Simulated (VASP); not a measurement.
# NiS: magnetic orders, part 2 of 3

Aim: compare collinear orders of NiS. The start is a cell from a database of measured crystal structures.

VASP 6.6.1, plane waves and PAW; the level of theory is named at each step.

Still holding for the runs below: The magnetic state follows from one typed start and may not be the lowest.

So far, largest spin moment in the PAW sphere (μB): step 2 (magnetic order, start order fm, signs ++++) 1.65.

The database entry behind the starting cell differs from later determinations by our own check (about 0.4 % short), so it need not match the best structure at ambient conditions.

### Step 3. Magnetic order, start order AFM 1, signs ++--

This step: r2SCAN, DFT+U (Ni d 4 eV), spin-polarised, from moments of both signs; plane waves and PAW (Ni, S) (VASP 6.6.1).

File INCAR:

```
SYSTEM = NiS
PREC = Accurate
ENCUT = 350
EDIFF = 1E-06
NELM = 150
ISMEAR = 0
SIGMA = 0.05
LREAL = .FALSE.
ALGO = Normal
METAGGA = R2SCAN
LASPH = .TRUE.
NBANDS = 46
ISPIN = 2
MAGMOM = 1 1 -1 -1 0 0 0 0
LDAU = .TRUE.
LDAUTYPE = 2
LDAUL = 2 -1
LDAUU = 4 0
LDAUJ = 0 0
LDAUPRINT = 1
LMAXMIX = 4
LORBIT = 11
LWAVE = .FALSE.
LCHARG = .TRUE.
KPAR = 2
AMIX = 0.2
BMIX = 1E-04
AMIX_MAG = 0.8
BMIX_MAG = 1E-04
```

File POSCAR:

```
NiS
1.0
    6.8500000000      0.0000000000      0.0000000000
   -1.7125000000      2.9661370080      0.0000000000
    0.0000000000      0.0000000000      5.3400000000
Ni S
4 4
Direct
    0.0000000000      0.0000000000      0.5000000000
    0.5000000000      0.0000000000      0.5000000000
    0.0000000000      0.0000000000      0.0000000000
    0.5000000000      0.0000000000      0.0000000000
    0.3333333334      0.3333333333      0.7500000000
    0.8333333334      0.3333333333      0.7500000000
    0.1666666667      0.6666666667      0.2500000000
    0.6666666667      0.6666666667      0.2500000000
```

File KPOINTS:

```
Automatic mesh
0
Gamma
6 6 3
0 0 0
```

PAW data sets: Ni and S (PBE family, release 64).

On the command line:

```console
mpirun -np 2 vasp_std
```

Output:

```text
[banner, memory and clock lines left out]
running    2 mpi-ranks, on    1 nodes
 distrk:  each k-point on    1 cores,    2 groups
 distr:  one band on    1 cores,    1 groups

 POSCAR found type information on POSCAR NiS
 POSCAR found :  2 types and       8 ions
 [... a notice as in an earlier step ...]

 LDA part: xc-table for (None), standard interpolation
 POSCAR, INCAR and KPOINTS ok, starting setup
 FFT: planning ... GRIDC
 FFT: planning ... GRID_SOFT
 FFT: planning ... GRID
 WAVECAR not read
 entering main loop
       N       E                     dE             d eps       ncg     rms          rms(c)
DAV:   1     0.413652630895E+03    0.41365E+03   -0.21941E+04  5896   0.124E+03
DAV:   2    -0.299395739381E+02   -0.44359E+03   -0.41650E+03  5972   0.320E+02
DAV:   3    -0.829278921840E+02   -0.52988E+02   -0.50123E+02  6478   0.126E+02
DAV:   4    -0.851195966145E+02   -0.21917E+01   -0.21656E+01  7168   0.253E+01
DAV:   5    -0.851875038676E+02   -0.67907E-01   -0.67856E-01  7682   0.451E+00    0.271E+01
DAV:   6    -0.743911190199E+02    0.10796E+02   -0.19251E+01  7092   0.636E+01    0.231E+01
DAV:   7    -0.754968179629E+02   -0.11057E+01   -0.28439E+00  7068   0.140E+01    0.185E+01
DAV:   8    -0.772315998108E+02   -0.17348E+01   -0.78972E-01 10374   0.280E+01    0.118E+01
DAV:   9    -0.769644451490E+02    0.26715E+00   -0.21059E+00  8312   0.295E+01    0.672E+00
DAV:  10    -0.776817112212E+02   -0.71727E+00   -0.14988E+00  8376   0.146E+01    0.287E+00
DAV:  11    -0.776111725260E+02    0.70539E-01   -0.16383E-01  7898   0.735E+00    0.136E+00
DAV:  12    -0.776116480536E+02   -0.47553E-03   -0.80870E-02  8398   0.216E+00    0.820E-01
DAV:  13    -0.776100326346E+02    0.16154E-02   -0.84719E-03  9018   0.206E+00    0.491E-01
DAV:  14    -0.776156289679E+02   -0.55963E-02   -0.41295E-03  8106   0.116E+00    0.201E-01
DAV:  15    -0.776163256239E+02   -0.69666E-03   -0.71956E-04  8608   0.271E-01    0.839E-02
DAV:  16    -0.776164909806E+02   -0.16536E-03   -0.24627E-04  9818   0.256E-01    0.262E-02
DAV:  17    -0.776164943213E+02   -0.33407E-05   -0.15729E-04  6942   0.998E-02    0.245E-02
DAV:  18    -0.776164933148E+02    0.10065E-05   -0.77641E-06  7038   0.341E-02    0.131E-02
DAV:  19    -0.776164957832E+02   -0.24684E-05   -0.74853E-07  3934   0.212E-02    0.105E-02
DAV:  20    -0.776164959363E+02   -0.15312E-06   -0.12025E-06  3854   0.269E-02
   1 F= -.77616496E+02 E0= -.77616496E+02  d E =-.104312E-13  mag=    -0.0000
```

Run time: 16 min. Hardware: 2 MPI ranks of AMD EPYC 7R43, shared host; peak memory 0.55 GiB; 31 min of CPU time.

OUTCAR, selected parts (step 3):

```text
 Found     32 irreducible k-points:

   NELECT =      64.0000    total number of electrons

atom =   1  type =  1  l = 2

 onsite density matrix

spin component  1

  0.9750 -0.0000  0.0000  0.0188 -0.0000
 -0.0000  0.9870  0.0000  0.0000  0.0188
  0.0000  0.0000  0.9668  0.0000  0.0000
  0.0188  0.0000  0.0000  0.9870 -0.0000
 -0.0000  0.0188  0.0000 -0.0000  0.9750

spin component  2

  0.7286  0.0000 -0.0001 -0.3271 -0.0000
  0.0000  0.4938 -0.0000  0.0001 -0.3271
 -0.0001 -0.0000  0.9590 -0.0001 -0.0000
 -0.3271  0.0001 -0.0001  0.4939  0.0000
 -0.0000 -0.3271 -0.0000  0.0000  0.7286

 occupancies and eigenvectors

  o =  0.2636  v =  0.0000  0.0000  0.0000  0.0000  0.0000 -0.2877  0.7083 -0.0000 -0.4089  0.4983      0.0000  0.0000  0.0000  0.0000  0.0000  0.0000  0.0000  0.0000  0.0000  0.0000
  o =  0.2638  v =  0.0000  0.0000  0.0000  0.0000  0.0000  0.4984  0.4089  0.0001  0.7082  0.2877      0.0000  0.0000  0.0000  0.0000  0.0000  0.0000  0.0000  0.0000  0.0000  0.0000
  o =  0.9588  v =  0.0000  0.0000  0.0000  0.0000  0.0000  0.7069 -0.2872  0.0620 -0.4974  0.4081      0.0000  0.0000  0.0000  0.0000  0.0000  0.0000  0.0000  0.0000  0.0000  0.0000
  o =  0.9588  v =  0.0000  0.0000  0.0000  0.0000  0.0000  0.4089  0.4983  0.0000 -0.2877 -0.7083      0.0000  0.0000  0.0000  0.0000  0.0000  0.0000  0.0000  0.0000  0.0000  0.0000
  o =  0.9590  v =  0.0000  0.0000  0.0000  0.0000  0.0000  0.0440 -0.0178 -0.9981 -0.0308  0.0254      0.0000  0.0000  0.0000  0.0000  0.0000  0.0000  0.0000  0.0000  0.0000  0.0000
  o =  0.9613  v = -0.6994  0.2949 -0.0009  0.5107 -0.4038  0.0000  0.0000  0.0000  0.0000  0.0000      0.0000  0.0000  0.0000  0.0000  0.0000  0.0000  0.0000  0.0000  0.0000  0.0000
  o =  0.9613  v =  0.4036  0.5113  0.0000 -0.2952 -0.6990  0.0000  0.0000  0.0000  0.0000  0.0000      0.0000  0.0000  0.0000  0.0000  0.0000  0.0000  0.0000  0.0000  0.0000  0.0000
  o =  0.9668  v =  0.0008 -0.0001 -1.0000 -0.0001  0.0005  0.0000  0.0000  0.0000  0.0000  0.0000      0.0000  0.0000  0.0000  0.0000  0.0000  0.0000  0.0000  0.0000  0.0000  0.0000
  o =  1.0007  v = -0.5107 -0.4038 -0.0005 -0.6994 -0.2949  0.0000  0.0000  0.0000  0.0000  0.0000      0.0000  0.0000  0.0000  0.0000  0.0000  0.0000  0.0000  0.0000  0.0000  0.0000
  o =  1.0007  v =  0.2952 -0.6990 -0.0000  0.4036 -0.5113  0.0000  0.0000  0.0000  0.0000  0.0000      0.0000  0.0000  0.0000  0.0000  0.0000  0.0000  0.0000  0.0000  0.0000  0.0000

atom =   2  type =  1  l = 2

 onsite density matrix

spin component  1

spin component  2

 occupancies and eigenvectors

atom =   3  type =  1  l = 2

 onsite density matrix

spin component  1

  0.7286 -0.0000 -0.0001  0.3271 -0.0000
 -0.0000  0.4938  0.0000  0.0001  0.3271
 -0.0001  0.0000  0.9590  0.0001 -0.0000
  0.3271  0.0001  0.0001  0.4939 -0.0000
 -0.0000  0.3271 -0.0000 -0.0000  0.7286

spin component  2

  0.9750  0.0000  0.0000 -0.0188 -0.0000
  0.0000  0.9870 -0.0000  0.0000 -0.0188
  0.0000 -0.0000  0.9668 -0.0000  0.0000
 -0.0188  0.0000 -0.0000  0.9870  0.0000
 -0.0000 -0.0188  0.0000  0.0000  0.9750

 occupancies and eigenvectors

  o =  0.2636  v = -0.2877 -0.7083 -0.0000  0.4089  0.4983  0.0000  0.0000  0.0000  0.0000  0.0000      0.0000  0.0000  0.0000  0.0000  0.0000  0.0000  0.0000  0.0000  0.0000  0.0000
  o =  0.2638  v =  0.4984 -0.4089  0.0001 -0.7082  0.2877  0.0000  0.0000  0.0000  0.0000  0.0000      0.0000  0.0000  0.0000  0.0000  0.0000  0.0000  0.0000  0.0000  0.0000  0.0000
  o =  0.9588  v =  0.7069  0.2872  0.0620  0.4974  0.4081  0.0000  0.0000  0.0000  0.0000  0.0000      0.0000  0.0000  0.0000  0.0000  0.0000  0.0000  0.0000  0.0000  0.0000  0.0000
  o =  0.9588  v =  0.4089 -0.4983  0.0000  0.2877 -0.7083  0.0000  0.0000  0.0000  0.0000  0.0000      0.0000  0.0000  0.0000  0.0000  0.0000  0.0000  0.0000  0.0000  0.0000  0.0000
  o =  0.9590  v =  0.0440  0.0178 -0.9981  0.0308  0.0254  0.0000  0.0000  0.0000  0.0000  0.0000      0.0000  0.0000  0.0000  0.0000  0.0000  0.0000  0.0000  0.0000  0.0000  0.0000
  o =  0.9613  v =  0.0000  0.0000  0.0000  0.0000  0.0000  0.6994  0.2949  0.0009  0.5107  0.4038      0.0000  0.0000  0.0000  0.0000  0.0000  0.0000  0.0000  0.0000  0.0000  0.0000
  o =  0.9613  v =  0.0000  0.0000  0.0000  0.0000  0.0000  0.4036 -0.5113  0.0000  0.2952 -0.6990      0.0000  0.0000  0.0000  0.0000  0.0000  0.0000  0.0000  0.0000  0.0000  0.0000
  o =  0.9668  v =  0.0000  0.0000  0.0000  0.0000  0.0000 -0.0008 -0.0001  1.0000 -0.0001 -0.0005      0.0000  0.0000  0.0000  0.0000  0.0000  0.0000  0.0000  0.0000  0.0000  0.0000
  o =  1.0007  v =  0.0000  0.0000  0.0000  0.0000  0.0000 -0.5107  0.4038 -0.0005  0.6994 -0.2949      0.0000  0.0000  0.0000  0.0000  0.0000  0.0000  0.0000  0.0000  0.0000  0.0000
  o =  1.0007  v =  0.0000  0.0000  0.0000  0.0000  0.0000  0.2952  0.6990 -0.0000 -0.4036 -0.5113      0.0000  0.0000  0.0000  0.0000  0.0000  0.0000  0.0000  0.0000  0.0000  0.0000

atom =   4  type =  1  l = 2

 onsite density matrix

spin component  1

spin component  2

 occupancies and eigenvectors

 E-fermi :   8.1703

 spin component 1
 k-point     1 :       0.0000    0.0000    0.0000
  band No.  band energies     occupation
    ...
     28       6.4867      1.00000
     29       6.5302      1.00000
     30       7.1562      1.00000
     31       7.1563      1.00000
     32       7.8438      1.00000
     33      10.1368      0.00000
     34      10.6211      0.00000
     35      10.6230      0.00000
     36      10.9129      0.00000
     37      12.7568      0.00000
    ...

 k-point     2 :       0.1667    0.0000    0.0000
  band No.  band energies     occupation
    ...
     28       6.5028      1.00000
     29       6.6728      1.00000
     30       6.7094      1.00000
     31       7.0734      1.00000
     32       7.8953      1.00000
     33      10.2401      0.00000
     34      10.4277      0.00000
     35      10.6253      0.00000
     36      10.8866      0.00000
     37      13.0774      0.00000
    ...

 k-point     3 :       0.3333    0.0000    0.0000
  band No.  band energies     occupation
    ...
     28       6.0733      1.00000
     29       6.5601      1.00000
     30       6.8756      1.00000
     31       7.0375      1.00000
     32       7.8098      1.00000
     33      10.3227      0.00000
     34      10.4240      0.00000
     35      10.6561      0.00000
     36      10.8171      0.00000
     37      13.2803      0.00000
    ...

 k-point     4 :       0.5000    0.0000    0.0000
  band No.  band energies     occupation
    ...
     28       5.7560      1.00000
     29       6.6814      1.00000
     30       6.6814      1.00000
     31       7.4699      1.00000
     32       7.4699      1.00000
     33      10.4300      0.00000
     34      10.4300      0.00000
     35      10.7289      0.00000
     36      10.7289      0.00000
     37      13.6392      0.00000
    ...

  Total        5.7071529      5.7227412      7.7823931     -0.0134999      0.0000000      0.0000000
  in kB       84.2766093     84.5067999    114.9213475     -0.1993509      0.0000000      0.0000000
  external PRESSURE =      94.5682522 kB  Pullay stress =       0.0000000 kB

 POSITION                                       TOTAL-FORCE (eV/Angst)
 -----------------------------------------------------------------------------------
      0.00000      0.00000      2.67000        -0.000000     -0.000000      0.000000
      3.42500      0.00000      2.67000        -0.000000     -0.000000      0.000000
      0.00000      0.00000      0.00000        -0.000000      0.000000      0.000000
      3.42500      0.00000      0.00000        -0.000000      0.000000      0.000000
      1.71250      0.98871      4.00500        -0.000087     -0.000050     -0.000000
      5.13750      0.98871      4.00500        -0.000087     -0.000050     -0.000000
      0.00000      1.97742      1.33500         0.000087      0.000050      0.000000
      3.42500      1.97742      1.33500         0.000087      0.000050      0.000000
 -----------------------------------------------------------------------------------
    total drift:                               -0.000001     -0.000000     -0.000000

  FREE ENERGIE OF THE ION-ELECTRON SYSTEM (eV)
  ---------------------------------------------------
  free  energy   TOTEN  =       -77.6164959363 eV

  energy  without entropy=      -77.6164959363  energy(sigma->0) =      -77.61649594

 total charge
# of ion       s       p       d       tot
------------------------------------------
    1        0.387   0.480   8.269   9.136
    2        0.387   0.480   8.269   9.136
    3        0.387   0.480   8.269   9.136
    4        0.387   0.480   8.269   9.136
    5        1.317   2.490   0.000   3.807
    6        1.317   2.490   0.000   3.807
    7        1.317   2.490   0.000   3.807
    8        1.317   2.490   0.000   3.807
--------------------------------------------------
tot          6.816  11.879  33.076  51.771

 magnetization (x)
# of ion       s       p       d       tot
------------------------------------------
    1       -0.005  -0.016   1.488   1.467
    2       -0.005  -0.016   1.488   1.467
    3        0.005   0.016  -1.488  -1.467
    4        0.005   0.016  -1.488  -1.467
    5        0.000   0.000   0.000   0.000
    6        0.000   0.000   0.000   0.000
    7        0.000   0.000   0.000   0.000
    8        0.000   0.000   0.000   0.000
--------------------------------------------------
tot          0.000   0.000   0.000   0.000

[... 9 parts as in an earlier step ...]

[... 4 further parts left out ...]
```

Numbers from this step:

| Quantity | Value |
| --- | --- |
| electronic cycles | 20 |
| free energy (TOTEN) | -77.6165 eV |
| Fermi energy | 8.170 eV |
| gap on the k-mesh | 1.900 eV |
| least direct gap on the k-mesh | 2.179 eV |

Spin moment in the PAW sphere by atom:

```csv
atom,spin moment in the PAW sphere (μB)
Ni1,1.47
Ni2,1.47
Ni3,-1.47
Ni4,-1.47
S5,0.00
S6,0.00
S7,0.00
S8,0.00
```

Spin density in the ac plane at fractional y = 0.000, with atoms of Ni within 0.2 Å of it.

Ten even steps from '_' (-2.5 e/Å³) to '@' (2.4 e/Å³), each cell a mean:
```
..--==++++++++==--..::==++++++++++==::
====++++++++++++========++++++++++====
++++++++++++++++++++++++++++++++++++++
++++++++++++++++++++++++++++++++++++++
++++++++++++++++++++++++++++++++++++++
****++++++++++++******++++++++++++++**
@@##++++++++++++##@@%%++++++++++++++%%
%%**++++++++++++**%%##++++++++++++++##
++++++++++++++++++++++++++++++++++++++
++++++++++++++++++++++++++++++++++++++
++++++++++++++++++++++++++++++++++++++
++++++++++++++++++++++++++++++++++++++
--====++++++++====----==++++++++++==--
__::==++++++++==::__..==++++++++++==..
```
Columns run along a (6.8 Å), rows up along c (5.3 Å). Atoms in or near the plane, at fractional coordinates: Ni at (0.00, 0.50), Ni at (0.50, 0.50), Ni at (0.00, 0.00), Ni at (0.50, 0.00).

Valence density in the ac plane at fractional y = 0.000, with atoms of Ni within 0.2 Å of it. It is the smooth field of the valence electrons, not physical close to the nuclei.

Values in units of 1e0 e/Å³, 8 rows by 16 columns, each cell a mean:
```
5.9 1.9 0.3 0.2 0.2 0.3 0.8 4.1 5.8 1.9 0.3 0.2 0.2 0.3 0.8 4.1
0.4 0.3 0.3 0.4 0.4 0.3 0.3 0.3 0.4 0.3 0.3 0.4 0.4 0.3 0.3 0.3
0.8 0.4 0.3 0.4 0.4 0.3 0.3 0.6 0.8 0.4 0.3 0.4 0.4 0.3 0.3 0.6
8.9 2.9 0.4 0.2 0.2 0.2 1.2 6.4 8.8 3.0 0.4 0.2 0.2 0.2 1.1 6.3
6.0 1.9 0.3 0.2 0.2 0.3 0.8 4.2 5.9 1.9 0.3 0.2 0.2 0.3 0.8 4.2
0.4 0.3 0.3 0.4 0.4 0.3 0.3 0.3 0.3 0.3 0.3 0.4 0.4 0.3 0.3 0.3
0.9 0.4 0.3 0.4 0.4 0.3 0.3 0.7 0.9 0.4 0.3 0.4 0.4 0.3 0.3 0.6
9.0 2.9 0.4 0.2 0.2 0.2 1.2 6.4 8.8 3.0 0.4 0.2 0.2 0.2 1.1 6.4
```
Columns run along a (6.8 Å), rows up along c (5.3 Å). Atoms in or near the plane, at fractional coordinates: Ni at (0.00, 0.50), Ni at (0.50, 0.50), Ni at (0.00, 0.00), Ni at (0.50, 0.00).

The largest moment at the end is 1.47 μB, and the moments of the cell sum to 0.00 μB.

### Step 4. Magnetic order, start order AFM 2, signs +-+-

INCAR, as its differences from that of step 3:

```diff
@@ -13,3 +13,3 @@
 ISPIN = 2
-MAGMOM = 1 1 -1 -1 0 0 0 0
+MAGMOM = 1 -1 1 -1 0 0 0 0
 LDAU = .TRUE.
@@ -23,3 +23,3 @@
 LWAVE = .FALSE.
-LCHARG = .TRUE.
+LCHARG = .FALSE.
 KPAR = 2
```

POSCAR is that of step 3.

KPOINTS is that of step 3.

On the command line:

```console
mpirun -np 2 vasp_std
```

Output:

```text
[... set-up lines as in an earlier step ...]
 entering main loop
       N       E                     dE             d eps       ncg     rms          rms(c)
DAV:   1     0.414137910017E+03    0.41414E+03   -0.21940E+04  5888   0.124E+03
DAV:   2    -0.299387607212E+02   -0.44408E+03   -0.41751E+03  5974   0.321E+02
DAV:   3    -0.828069749727E+02   -0.52868E+02   -0.50144E+02  6528   0.126E+02
DAV:   4    -0.849904992027E+02   -0.21835E+01   -0.21578E+01  7096   0.253E+01
[...]
DAV:  19    -0.771816950638E+02    0.62391E-05   -0.33911E-05  7128   0.624E-02    0.135E-02
DAV:  20    -0.771816960442E+02   -0.98037E-06   -0.15305E-05  7960   0.529E-02    0.164E-02
DAV:  21    -0.771816951301E+02    0.91404E-06   -0.31826E-06  5788   0.281E-02
   1 F= -.77181695E+02 E0= -.77181695E+02  d E =-.861855E-16  mag=     0.0000
```

The job ended after 16 min (2 MPI ranks; peak memory 0.56 GiB; 32 min of CPU time).

OUTCAR, selected parts (step 4):

```text
  Total        7.3710308      7.2298186      9.5132502      0.1222933      0.0000000      0.0000000
  in kB      108.8468263    106.7615689    140.4806360      1.8058859      0.0000000      0.0000000
  external PRESSURE =     118.6963438 kB  Pullay stress =       0.0000000 kB

 POSITION                                       TOTAL-FORCE (eV/Angst)
 -----------------------------------------------------------------------------------
      0.00000      0.00000      2.67000        -0.000000      0.000000      0.000000
      3.42500      0.00000      2.67000        -0.000000      0.000000      0.000000
      0.00000      0.00000      0.00000        -0.000000      0.000000      0.000000
      3.42500      0.00000      0.00000        -0.000000      0.000000      0.000000
      1.71250      0.98871      4.00500        -0.088225     -0.050937      0.000000
      5.13750      0.98871      4.00500        -0.088225     -0.050937     -0.000000
      0.00000      1.97742      1.33500         0.088225      0.050937     -0.000000
      3.42500      1.97742      1.33500         0.088225      0.050937      0.000000
 -----------------------------------------------------------------------------------
    total drift:                               -0.000001     -0.000000     -0.000000

  FREE ENERGIE OF THE ION-ELECTRON SYSTEM (eV)
  ---------------------------------------------------
  free  energy   TOTEN  =       -77.1816951301 eV

  energy  without entropy=      -77.1816951301  energy(sigma->0) =      -77.18169513

 magnetization (x)
# of ion       s       p       d       tot
------------------------------------------
    1        0.003   0.002   1.540   1.544
    2       -0.003  -0.002  -1.540  -1.544
    3        0.003   0.002   1.540   1.544
    4       -0.003  -0.002  -1.540  -1.544
    5       -0.009  -0.056   0.000  -0.065
    6        0.009   0.056   0.000   0.065
    7        0.009   0.056   0.000   0.065
    8       -0.009  -0.056   0.000  -0.065
--------------------------------------------------
tot          0.000   0.000  -0.000  -0.000

[... 2 parts as in an earlier step ...]

[... 1 further part left out ...]
[key lines of the parts left out:]
E-fermi :   8.7164
```

The largest moment at the end is 1.54 μB, and the moments of the cell sum to 0.00 μB.

(Continued in part 3 of 3.)

[Lines on the potential files, build, host, timing and source positions are cut from VASP's logs without a mark.]

[Logs are printed without paths, hosts, clocks, repeated set-up lines and the standing remarks that a program may print on its own settings, such as how far it seeks lower states.]

[Hosts, paths, dates, database ids (printed as entryN), source tags and the programs' standing remarks are cut or masked in the printed files.]

[In band tables of VASP the shares of atoms and orbitals are scaled to a sum of 1 inside the atoms' spheres.]

[Runs that stopped without an error message from VASP are left out.]
